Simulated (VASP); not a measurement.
These are PBE GGA, VASP's PBE PAW potentials (set 64) (plane waves; VASP 6.6.1) values and carry that method's errors.

VASP ran on this input.

### KPOINTS
```
Automatic mesh
0
Gamma
  16 16 16
0 0 0
```

### POSCAR
```
Al
1
    0.0000000000     2.0178832820     2.0178832820
    2.0178832820     0.0000000000     2.0178832820
    2.0178832820     2.0178832820     0.0000000000
Al
1
Direct
  0.0000000000   0.0000000000   0.0000000000
```

### INCAR
```
SYSTEM = Al
PREC = Normal; ENCUT = 400; LREAL = .False.
LASPH = .True.
EDIFF = 1E-5; NELM = 100; NELMIN = 4
ALGO = Fast
ISMEAR = 1; SIGMA = 0.1
GGA = PE
IBRION = 2; NSW = 20; ISIF = 2
EDIFFG = -0.03
LWAVE = .True.; LCHARG = .False.
```

POTCAR, in this order: Al (PBE.64 set). Program: vasp_std.

The resulting files:

File OUTCAR:
```
 ion  position               nearest neighbor table
   1  0.000  0.000  0.000-
  LATTYP: Found a face centered cubic cell.
 ALAT       =     4.0357665640
 Subroutine PRICEL returns:
 Original cell was already a primitive cell.
 Subroutine GETGRP returns: Found 48 space group operations
The static configuration has the point symmetry O_h .
The dynamic configuration has the point symmetry O_h .
 Subroutine INISYM returns: Found 48 space group operations
 Subroutine IBZKPT returns following result:
 Found    145 irreducible k-points:

 Following reciprocal coordinates:
            Coordinates               Weight
  0.000000  0.000000  0.000000      1.000000
  0.062500  0.000000  0.000000      8.000000
  0.125000  0.000000  0.000000      8.000000
  0.187500  0.000000  0.000000      8.000000
  0.250000  0.000000  0.000000      8.000000
  0.312500  0.000000  0.000000      8.000000
  0.375000  0.000000  0.000000      8.000000
  0.437500  0.000000  0.000000      8.000000
  0.500000  0.000000  0.000000      4.000000
  0.062500  0.062500  0.000000      6.000000
  0.125000  0.062500  0.000000     24.000000
  0.187500  0.062500  0.000000     24.000000
  0.250000  0.062500  0.000000     24.000000
  0.312500  0.062500  0.000000     24.000000
  0.375000  0.062500  0.000000     24.000000
  0.437500  0.062500  0.000000     24.000000
  0.500000  0.062500  0.000000     24.000000
 -0.437500  0.062500  0.000000     24.000000
 -0.375000  0.062500  0.000000     24.000000
 -0.312500  0.062500  0.000000     24.000000
 -0.250000  0.062500  0.000000     24.000000
 -0.187500  0.062500  0.000000     24.000000
 -0.125000  0.062500  0.000000     24.000000
 -0.062500  0.062500  0.000000     12.000000
  0.125000  0.125000  0.000000      6.000000
...
```

### OSZICAR
```
       N       E                     dE             d eps       ncg     rms          rms(c)
DAV:   1    -0.219743254354E+01   -0.21974E+01   -0.72288E+02  1635   0.246E+02
DAV:   2    -0.375942707262E+01   -0.15620E+01   -0.14529E+01  1980   0.261E+01
DAV:   3    -0.377370697789E+01   -0.14280E-01   -0.14245E-01  1945   0.266E+00
DAV:   4    -0.377373852095E+01   -0.31543E-04   -0.31543E-04  1955   0.126E-01
DAV:   5    -0.377373871686E+01   -0.19591E-06   -0.19550E-06  1950   0.784E-03    0.131E+00
RMM:   6    -0.376070643260E+01    0.13032E-01   -0.12619E-03  1450   0.296E-01    0.769E-01
RMM:   7    -0.375114833101E+01    0.95581E-02   -0.40474E-03  1450   0.505E-01    0.124E-01
RMM:   8    -0.375116076491E+01   -0.12434E-04   -0.14196E-04  1450   0.114E-01    0.230E-02
RMM:   9    -0.375116276662E+01   -0.20017E-05   -0.24914E-05  1397   0.486E-02
   1 F= -.37511628E+01 E0= -.37512779E+01  d E =-.375116E+01
```

### OUTCAR
```
------------------------ aborting loop because EDIFF is reached ----------------------------------------
  FORCE on cell =-STRESS in cart. coord.  units (eV):
  Direction    XX          YY          ZZ          XY          YZ          ZX
  --------------------------------------------------------------------------------------
  Total        0.0203431      0.0203431      0.0203431      0.0000000      0.0000000     -0.0000000
  in kB        1.9833977      1.9833977      1.9833977      0.0000000      0.0000000     -0.0000000
  external PRESSURE =       1.9833977 kB  Pullay stress =       0.0000000 kB
  volume of cell :       16.43
      direct lattice vectors                 reciprocal lattice vectors
     0.000000000  2.017883282  2.017883282    -0.247784401  0.247784401  0.247784401
     2.017883282  0.000000000  2.017883282     0.247784401 -0.247784401  0.247784401
     2.017883282  2.017883282  0.000000000     0.247784401  0.247784401 -0.247784401
 POSITION                                       TOTAL-FORCE (eV/Angst)
 -----------------------------------------------------------------------------------
      0.00000      0.00000      0.00000         0.000000      0.000000      0.000000
 -----------------------------------------------------------------------------------
    total drift:                               -0.000000     -0.000000      0.000000
  FREE ENERGIE OF THE ION-ELECTRON SYSTEM (eV)
  ---------------------------------------------------
  free  energy   TOTEN  =        -3.7511627666 eV

  energy  without entropy=       -3.7515080931  energy(sigma->0) =       -3.75127788

 reached required accuracy - stopping structural energy minimisation
```
(Selected blocks of OUTCAR.)

The compound is Al in the fcc structure. It was relaxed first.
